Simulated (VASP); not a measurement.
Crystal: MgO.

```
Mg O
1.0
     0.00000    2.12450    2.12450
     2.12450    0.00000    2.12450
     2.12450    2.12450    0.00000
Mg O
1 1
Direct
  0.00000 0.00000 0.00000
  0.50000 0.50000 0.50000
```

| Quantity | Value |
| --- | --- |
| Program | VASP 6.6.1 |
| Task | relaxation of cell and atoms |
| Functional | r2SCAN |
| Dispersion | rVV10 |
| Potentials or basis | VASP PAW PBE potentials, release 64 (Mg, O) |
| Cutoff | 600 eV |
| k mesh | 10 × 10 × 10 |
| Occupations | gaussian, width 0.02 eV |
| Spin | no spin polarisation |

At the start: pressure -7.2 GPa; volume 9.59 Å³/atom.

Problem. How do energy, volume and symmetry change on relaxing?

Solution. Over 3 steps the energy falls by 10.1 meV/atom and the volume is 9.16 Å³/atom (-4.5 %); space group Fm-3m (No. 225, to 0.05 Å).

The path:
```tsv
step	energy change (eV)	largest force (eV/Å)	pressure (GPa)	volume (Å³)
1	0.0000	0.0000	-7.23	19.18
2	-0.0172	0.0000	3.15	18.00
3	-0.0202	0.0000	0.01	18.32
```

Final structure:
```yaml
crystal:
  lattice:
    - [0.00000, 2.09222, 2.09222]
    - [2.09222, 0.00000, 2.09222]
    - [2.09222, 2.09222, 0.00000]
  atoms:
    - { symbol: Mg, position: [0.00000, 0.00000, 0.00000] }
    - { symbol: O, position: [0.50000, 0.50000, 0.50000] }
```

Caveat: the PAW data sets were made with another functional, which shifts forces and pressure a little.
